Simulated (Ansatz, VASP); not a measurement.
# ZnB2S4 in two plane-wave programs, part 2 of 2

Aim: how closely do two programs agree when they are given the same cell, functional and k mesh? The cell is generated by rule, not measured, and may not be a known phase. The cell is taken from a series of runs on this material, whose earlier steps may have relaxed, scaled, displaced or heated it; both programs get it as it stands.

VASP 6.6.1 and Ansatz 0.2.0.

So far: The structure; Ansatz: relaxation of cell and atoms, LDA, pair 1.

**3. VASP: relaxation of cell and atoms, LDA, pair 1**

Level of this step: LDA; plane waves and PAW (Zn, B, S); invented cell (VASP).

The same cell, functional (in two slightly different forms) and mesh now go to VASP, with its own data sets.

Lines of VASP's logs that name or quote its potential files are left out, and so is its time.

Contents of INCAR:

```
SYSTEM = ZnB2S4
PREC = Accurate
ENCUT = 500
EDIFF = 1E-07
NELM = 120
ISMEAR = 0
SIGMA = 0.01
LREAL = .FALSE.
ALGO = Normal
GGA = CA
NBANDS = 28
LORBIT = 11
LWAVE = .FALSE.
LCHARG = .FALSE.
ISIF = 3
IBRION = 2
NSW = 80
EDIFFG = -0.005
LASPH = .TRUE.
GGA_COMPAT = .FALSE.
NELMIN = 4
EFERMI = MIDGAP
KPAR = 2
```

Contents of POSCAR:

```
ZnB2S4
1.0
   -2.4622120000      2.4622120000      4.2947310000
    2.4622120000     -2.4622120000      4.2947310000
    2.4622120000      2.4622120000     -4.2947310000
Zn B S
1 2 4
Direct
    0.2500000582      0.7500000582      0.5000000000
    0.0000000000      0.0000000000      0.0000000000
    0.7500000582      0.2500000582      0.5000000000
    0.3800841142      0.3179034409      0.4684730641
    0.6820967621      0.1505696231      0.0621808764
    0.8494303769      0.9116112533      0.5315271390
    0.0883889498      0.6199160888      0.9378195298
```

Contents of KPOINTS:

```
Automatic mesh
0
Gamma
8 8 8
0 0 0
```

Potentials, in the order of the species: Zn, B and S (LDA family, release 64).

The run is started by

```bash
$ mpirun -np 2 vasp_std
```

Numbers of over 12 decimals in the logs are rounded to 6 here.

The log of the run:

```text
[banner, memory and clock lines left out]
running    2 mpi-ranks, on    1 nodes
 distrk:  each k-point on    1 cores,    2 groups
 distr:  one band on    1 cores,    1 groups

 POSCAR found type information on POSCAR ZnB S
 POSCAR found :  3 types and       7 ions
 LDA part: xc-table for (Slater(with rela. corr.)+CA(PZ))
 , standard interpolation
 POSCAR, INCAR and KPOINTS ok, starting setup
 FFT: planning ... GRIDC
 FFT: planning ... GRID_SOFT
 FFT: planning ... GRID
 WAVECAR not read
 entering main loop
       N       E                     dE             d eps       ncg     rms          rms(c)
DAV:   1     0.287003470529E+03    0.28700E+03   -0.18848E+04  4368   0.150E+03
DAV:   2    -0.848586603208E+01   -0.29549E+03   -0.28297E+03  4828   0.331E+02
DAV:   3    -0.399388927752E+02   -0.31453E+02   -0.31049E+02  5372   0.109E+02
DAV:   4    -0.407891082540E+02   -0.85022E+00   -0.84732E+00  5812   0.181E+01
DAV:   5    -0.408027935434E+02   -0.13685E-01   -0.13675E-01  5656   0.248E+00    0.198E+01
DAV:   6    -0.395651384457E+02    0.12377E+01   -0.23086E+00  6492   0.531E+01    0.120E+01
DAV:   7    -0.394309513797E+02    0.13419E+00   -0.24330E+00  5592   0.914E+00    0.355E+00
DAV:   8    -0.394168866931E+02    0.14065E-01   -0.82337E-02  5536   0.205E+00    0.142E+00
DAV:   9    -0.394120929871E+02    0.47937E-02   -0.19372E-02  5652   0.891E-01    0.303E-01
DAV:  10    -0.394118577667E+02    0.23522E-03   -0.34430E-03  5468   0.414E-01    0.115E-01
DAV:  11    -0.394118464674E+02    0.11299E-04   -0.24533E-04  6244   0.204E-01    0.712E-02
DAV:  12    -0.394118507146E+02   -0.42471E-05   -0.44305E-05  5908   0.620E-02    0.264E-02
DAV:  13    -0.394118496652E+02    0.10493E-05   -0.71510E-06  5636   0.205E-02    0.663E-03
DAV:  14    -0.394118496526E+02    0.12604E-07   -0.11672E-06  6176   0.180E-02    0.436E-03
DAV:  15    -0.394118496361E+02    0.16536E-07   -0.23753E-07  3844   0.114E-02
   1 F= -.39411850E+02 E0= -.39411850E+02  d E =-.394118E+02
[...]
2 F= -.39411993E+02 E0= -.39411993E+02  d E =-.143291E-03
[...]
3 F= -.39412002E+02 E0= -.39412002E+02  d E =-.152483E-03
 curvature:  -0.41 expect dE=-0.246E-04 dE for cont linesearch -0.232E-07
 trial: gam= 0.14481 g(F)=  0.219E-04 g(S)=  0.386E-04 ort = 0.469E-05 (trialstep = 0.961E+00)
 search vector abs. value=  0.699E-04
 bond charge predicted
       N       E                     dE             d eps       ncg     rms          rms(c)
DAV:   1    -0.394121097419E+02   -0.10755E-03   -0.37562E-03  5476   0.647E-01    0.736E-02
DAV:   2    -0.394120492622E+02    0.60480E-04   -0.55432E-04  5624   0.468E-01    0.387E-02
DAV:   3    -0.394120386519E+02    0.10610E-04   -0.47427E-05  6188   0.576E-02    0.193E-02
DAV:   4    -0.394120348028E+02    0.38492E-05   -0.83922E-06  5840   0.256E-02    0.685E-03
DAV:   5    -0.394120345528E+02    0.24993E-06   -0.94486E-07  5148   0.736E-03    0.342E-03
DAV:   6    -0.394120344747E+02    0.78152E-07   -0.14750E-07  3644   0.327E-03
   4 F= -.39412034E+02 E0= -.39412034E+02  d E =-.323554E-04
 trial-energy change:   -0.000032  1 .order   -0.000031   -0.000059   -0.000004
 step:   1.0204(harm=  1.0277)  dis= 0.00054  next Energy=   -39.412035 (dE=-0.325E-04)
 reached required accuracy - stopping structural energy minimisation
```

Parts of OUTCAR (step 3):

```text
ion  position               nearest neighbor table
   1  0.250  0.750  0.500-   7 2.28   4 2.28   5 2.28   6 2.28
   2  0.000  0.000  0.000-   7 1.92   5 1.92   6 1.92   4 1.92
   3  0.750  0.250  0.500-   5 1.92   6 1.92   7 1.92   4 1.92
   4  0.380  0.318  0.468-   2 1.92   3 1.92   1 2.28
   5  0.682  0.151  0.062-   2 1.92   3 1.92   1 2.28
   6  0.849  0.912  0.532-   2 1.92   3 1.92   1 2.28
   7  0.088  0.620  0.938-   2 1.92   3 1.92   1 2.28

  LATTYP: Found a body centered tetragonal cell.
 ALAT       =     4.9244240000
 C/A-ratio  =     1.7442571964

 Subroutine GETGRP returns: Found  4 space group operations
 (whereof  4 operations were pure point group operations)

The static configuration has the point symmetry S_4 .

 Found     78 irreducible k-points:

   k-points           NKPTS =     78   k-points in BZ     NKDIM =     78   number of bands    NBANDS=     28

   dimension x,y,z NGX =    40 NGY =   40 NGZ =   40
   dimension x,y,z NGXF=    80 NGYF=   80 NGZF=   80

   ENCUT  =  500.0 eV  36.75 Ry    6.06 a.u.  10.08 10.08 10.08*2*pi/ulx,y,z

   NELECT =      42.0000    total number of electrons

 k-points in reciprocal lattice and weights: Automatic mesh
   0.00000000  0.00000000  0.00000000       0.002
   0.12500000 -0.00000000  0.00000000       0.016
   0.25000000 -0.00000000  0.00000000       0.016
   0.37500000 -0.00000000  0.00000000       0.016
   0.50000000 -0.00000000  0.00000000       0.008
   0.12500000  0.12500000  0.00000000       0.016
   0.25000000  0.12500000  0.00000000       0.016
  -0.25000000 -0.12500000  0.37500000       0.016
   0.37500000  0.12500000  0.00000000       0.016
[...]
-0.37500000 -0.37500000  0.37500000       0.004
   0.50000000  0.50000000  0.50000000       0.002

 average (electrostatic) potential at core
       1 -35.2200       2 -33.5845       3 -33.6178       4 -87.0110       5 -87.0110
       6 -87.0110       7 -87.0110

 E-fermi :   5.7257

 k-point     1 :       0.0000    0.0000    0.0000
  band No.  band energies     occupation
    ...
     17       2.1031      2.00000
     18       2.1031      2.00000
     19       4.3314      2.00000
     20       4.4000      2.00000
     21       4.4000      2.00000
     22       7.0514      0.00000
     23       7.6042      0.00000
     24       9.2309      0.00000
     25       9.2309      0.00000
     26       9.4735      0.00000
    ...

 k-point     2 :       0.1250   -0.0000    0.0000
  band No.  band energies     occupation
    ...
     17       2.0296      2.00000
     18       2.3059      2.00000
     19       3.8607      2.00000
     20       4.2347      2.00000
     21       4.3476      2.00000
     22       7.2755      0.00000
     23       7.9479      0.00000
     24       9.1578      0.00000
     25       9.2973      0.00000
     26       9.6681      0.00000
    ...

 k-point     3 :       0.2500   -0.0000    0.0000
  band No.  band energies     occupation
    ...
     17       1.9021      2.00000
     18       2.5711      2.00000
     19       3.0359      2.00000
     20       3.9210      2.00000
     21       4.2478      2.00000
     22       8.0062      0.00000
     23       8.5198      0.00000
     24       9.0729      0.00000
     25       9.4101      0.00000
     26       9.8936      0.00000
    ...

  Total        0.0107112      0.0107112     -0.0227064      0.0000000     -0.0000000      0.0000000
  in kB        0.1648801      0.1648801     -0.3495249      0.0000002     -0.0000000      0.0000000
  external PRESSURE =      -0.0065883 kB  Pullay stress =       0.0000000 kB

  energy-cutoff  :      500.00
  volume of cell :      104.08
      direct lattice vectors                 reciprocal lattice vectors
    -2.461853515  2.461853515  4.293355850     0.000000000  0.203099005  0.116459017
     2.461853515 -2.461853515  4.293355850     0.203099005 -0.000000000  0.116459017
     2.461853515  2.461853515 -4.293355850     0.203099005  0.203099005  0.000000000

 POSITION                                       TOTAL-FORCE (eV/Angst)
 -----------------------------------------------------------------------------------
      2.46185     -0.00000      2.14668         0.000000      0.000000      0.000000
      0.00000      0.00000      0.00000        -0.000000      0.000000      0.000000
      0.00000      2.46185      2.14668        -0.000000      0.000000      0.000000
      0.99838      1.30722      0.98465        -0.000726     -0.001288      0.000162
     -1.15464      1.46348      3.30870        -0.001288      0.000726     -0.000162
      1.46348      1.15464      5.27801         0.000726      0.001288      0.000162
      3.61649      0.99838     -0.98465         0.001288     -0.000726     -0.000162
 -----------------------------------------------------------------------------------
    total drift:                               -0.000892     -0.000498     -0.000144

  FREE ENERGIE OF THE ION-ELECTRON SYSTEM (eV)
  ---------------------------------------------------
  free  energy   TOTEN  =       -39.4120344747 eV

  energy  without entropy=      -39.4120344747  energy(sigma->0) =      -39.41203447

 reached required accuracy - stopping structural energy minimisation

 total charge
# of ion       s       p       d       tot
------------------------------------------
    1        0.563   0.566   9.800  10.928
    2        0.644   1.174   0.000   1.817
    3        0.642   1.171   0.000   1.813
    4        1.327   2.443   0.000   3.770
    5        1.327   2.443   0.000   3.770
    6        1.327   2.443   0.000   3.770
    7        1.327   2.443   0.000   3.770
--------------------------------------------------
tot          7.158  12.681   9.800  29.639

[... 3 further parts left out ...]
```

CONTCAR:

```
ZnB2S4
   1.00000000000000
    -2.4618535150490803    2.4618535151833463    4.2933558499935520
     2.4618535150490803   -2.4618535151833463    4.2933558499935520
     2.4618535151833463    2.4618535150490803   -4.2933558499935520
  Zn              B               S
     1     2     4
Direct
     0.2500000582000013    0.7500000582000013    0.5000000000000000
     0.0000000000000000    0.0000000000000000    0.0000000000000000
     0.7500000582000013    0.2500000582000013    0.5000000000000000
     0.3801660712847689    0.3174411073887655    0.4682635391417965
     0.6825590956112336    0.1508224316530222    0.0627251669959971
     0.8491775683469779    0.9119027353429749    0.5317366639582042
     0.0880974677570259    0.6198341317152301    0.9372752392040046
```

The run keeps the 4 symmetry operations of its start, so it cannot find a distortion of lower symmetry.

**4. Comparison**

Known differences besides the potentials themselves: the two LDA forms differ slightly; fixed occupations in Ansatz, narrow Gaussian smearing in VASP; the cutoff is 420 eV in Ansatz and 500 eV in VASP; VASP's log shows a relativistic correction to its local exchange, Ansatz's none; Ansatz adds a Pulay correction to the stress that steers its cell, VASP none. Total energies have different zeros and are not compared.

The two programs side by side:

```
                                         quantity  Ansatz    VASP  difference
                                      volume (Å³)  104.15  104.08     +0.06 %
edge a after relaxation, in the typed setting (Å)   5.529   5.528     +0.03 %
```

**5. VASP: relaxation of cell and atoms, LDA, pair 2**

The relaxed volume is the usual yardstick between codes: in a stiff, nearly cubic crystal its relative difference is about their pressure difference at one cell divided by the bulk modulus.

Edit INCAR of step 3 so:

```diff
@@ -6,3 +6,3 @@
 ISMEAR = 0
-SIGMA = 0.01
+SIGMA = 0.02
 LREAL = .FALSE.
```

Contents of POSCAR:

```
ZnB2S4
1.0
   -2.4564030000      2.4564030000      4.3095860000
    2.4564030000     -2.4564030000      4.3095860000
    2.4564030000      2.4564030000     -4.3095860000
Zn B S
1 2 4
Direct
    0.2500000000      0.7500000000      0.5000000000
    0.0000000000      0.0000000000      0.0000000000
    0.7500000000      0.2500000000      0.5000000000
    0.3803222513      0.3185809572      0.4694398680
    0.6814189268      0.1508587947      0.0617412941
    0.8491410893      0.9108823833      0.5305601320
    0.0891176167      0.6196777487      0.9382587059
```

Contents of KPOINTS:

```
Automatic mesh
0
Gamma
6 6 6
0 0 0
```

The run is started by

```bash
$ mpirun -np 2 vasp_std
```

The log of the run:

```text
[... set-up lines as in an earlier step ...]
 entering main loop
       N       E                     dE             d eps       ncg     rms          rms(c)
DAV:   1     0.288439949231E+03    0.28844E+03   -0.18816E+04  2016   0.150E+03
DAV:   2    -0.701060480984E+01   -0.29545E+03   -0.28256E+03  2184   0.330E+02
DAV:   3    -0.398312717480E+02   -0.32821E+02   -0.32154E+02  2472   0.109E+02
DAV:   4    -0.407795676646E+02   -0.94830E+00   -0.94507E+00  2668   0.187E+01
[...]
DAV:  13    -0.394110174303E+02    0.93569E-06   -0.73669E-06  2576   0.202E-02    0.650E-03
DAV:  14    -0.394110174212E+02    0.90336E-08   -0.10720E-06  2808   0.157E-02    0.439E-03
DAV:  15    -0.394110174120E+02    0.92705E-08   -0.19344E-07  1672   0.972E-03
   1 F= -.39411017E+02 E0= -.39411017E+02  d E =-.394110E+02
[... from here on, the cycles between the ionic steps are left out ...]
   2 F= -.39411494E+02 E0= -.39411494E+02  d E =-.476825E-03
   3 F= -.39411521E+02 E0= -.39411521E+02  d E =-.503903E-03
   4 F= -.39411746E+02 E0= -.39411746E+02  d E =-.224672E-03
   5 F= -.39411754E+02 E0= -.39411754E+02  d E =-.233120E-03
   6 F= -.39411908E+02 E0= -.39411908E+02  d E =-.153396E-03
   7 F= -.39411960E+02 E0= -.39411960E+02  d E =-.205623E-03
[...]
reached required accuracy - stopping structural energy minimisation
```

Parts of OUTCAR (step 5):

```text
  Total        0.0002436      0.0002436     -0.0121500     -0.0000000      0.0000000      0.0000000
  in kB        0.0037493      0.0037493     -0.1870229     -0.0000001      0.0000000      0.0000000
  external PRESSURE =      -0.0598414 kB  Pullay stress =       0.0000000 kB

 POSITION                                       TOTAL-FORCE (eV/Angst)
 -----------------------------------------------------------------------------------
      2.46251      0.00000      2.14560        -0.000000     -0.000000      0.000000
      0.00000     -0.00000      0.00000         0.000000      0.000000      0.000000
     -0.00000      2.46251      2.14560         0.000000      0.000000      0.000000
      0.99838      1.30723      0.98403        -0.000345      0.002468      0.002728
     -1.15527      1.46412      3.30717         0.002468      0.000345     -0.002728
      1.46412      1.15527      5.27523         0.000345     -0.002468      0.002728
      3.61778      0.99838     -0.98403        -0.002468     -0.000345     -0.002728
 -----------------------------------------------------------------------------------
    total drift:                                0.000009     -0.000081      0.000504

  FREE ENERGIE OF THE ION-ELECTRON SYSTEM (eV)
  ---------------------------------------------------
  free  energy   TOTEN  =       -39.4119600578 eV

  energy  without entropy=      -39.4119600578  energy(sigma->0) =      -39.41196006

[... 1 part as in an earlier step ...]

[... 3 further parts left out ...]
[key lines of the parts left out:]
E-fermi :   5.7239
```

**6. Ansatz: relaxation of cell and atoms, LDA, pair 2**

The same cell, functional (in two slightly different forms), mesh and smearing now go to Ansatz, which takes its cutoff from its data sets.

The cell is taken from a series of runs on this material, whose earlier steps may have relaxed, scaled, displaced or heated it; both programs get it as it stands.

Contents of input.yaml:

```yaml
crystal:
  lattice:
    - [-2.456402913, 2.456402913, 4.3095856555]
    - [2.456402913, -2.456402913, 4.3095856555]
    - [2.456402913, 2.456402913, -4.3095856555]
  atoms:
    - { symbol: Zn, position: [0.25, 0.75, 0.5] }
    - { symbol: B, position: [0.0, 0.0, 0.0] }
    - { symbol: B, position: [0.75, 0.25, 0.5] }
    - { symbol: S, position: [0.3803223656, 0.3185810251, 0.4694399413] }
    - { symbol: S, position: [0.6814189749, 0.1508589161, 0.0617413404] }
    - { symbol: S, position: [0.8491410839, 0.9108824243, 0.5305600587] }
    - { symbol: S, position: [0.0891175757, 0.6196776344, 0.9382586596] }
kpoints:
  mp_grid: { grid: [6, 6, 6] }
hamiltonian:
  xc: lda
scf:
  occupations: { method: gaussian, width: 0.02 }
output:
  forces: true
  stress: true
  eigenvalues: true
  write_density: true
  write_potential: true
  elf: true
  volumetric_format: npy
relax:
  adjacent_minimum: "off"
  f_tol: 0.005
  max_steps: 80
  cell: { stress_tol: 0.05 }
```

The run is started by

```bash
$ ansatz run input.yaml --threads 8 --pin off --max-ram 14336MiB --backend cpu --events-out ev --progress --plain --runs-dir out
```

The log of the run:

```text
[...]
Crystal: 7 atoms, lattice volume = 104.015 Å³
Basis set: ecut = 420 eV, 2019 PW (Γ)
Bands: 28, of which v1, the nominal top of the filled ones, is band 21 counted from 1 (20 counted from 0)
Symmetry: 4 space group operations
[...]
k-points: 36 of 216 (time reversal used)
[...]
- [2.462212, -2.462212, 4.294731]
    - [2.462212, 2.462212, -4.294731]
  atoms:
    - { symbol: Zn, position: [0.25, 0.75, 0.5] }
    - { symbol: B, position: [-8.564824651327732e-18, -2.8745049179635617e-17, 0] }
    - { symbol: B, position: [0.75, 0.25, 0.5] }
    - { symbol: S, position: [0.380084, 0.317903, 0.468473] }
    - { symbol: S, position: [0.682097, 0.150570, 0.062181] }
    - { symbol: S, position: [0.849430, 0.911611, 0.531527] }
    - { symbol: S, position: [0.088389, 0.619916, 0.937819] }
[key lines of the parts left out:]
SCF converged after 5 iterations
Free energy (F): -7027.757254 eV
Fermi energy:    8.135072 eV
P = ⅓ Tr σ = 0.0033 GPa (0.033 kbar)
```

**7. Side by side**

The two programs side by side:

```
                                         quantity  Ansatz    VASP  difference
                                      volume (Å³)  104.15  104.09     +0.06 %
edge a after relaxation, in the typed setting (Å)   5.529   5.527     +0.05 %
```

**8. Outcome**

| Property | Result |
| --- | --- |
| difference in volume (relaxation of cell and atoms, LDA, pair 1) | 0.061 % |
| difference in volume (relaxation of cell and atoms, LDA, pair 2) | 0.058 % |

**Reading.** The difference in volume is 0.061 % (relaxation of cell and atoms, LDA, pair 1), within the 1.2 % picked in this series as the mark of a large difference, as far as the stopping tolerances let one tell. VASP runs on this material, other cells of it included, that failed, so that no pair exists: relaxation of cell and atoms, LDA (timeout). Such differences can come from data sets, numerical settings and the points named under the comparisons, not from the functional's error against experiment.

[Lines on the potential files, build, host, timing and source positions are cut from VASP's logs without a mark.]

[Logs are printed without paths, hosts, clocks, repeated set-up lines and the standing remarks that a program may print on its own settings, such as how far it seeks lower states.]

[Hosts, paths, dates, database ids (printed as entryN), source tags and the programs' standing remarks are cut or masked in the printed files.]
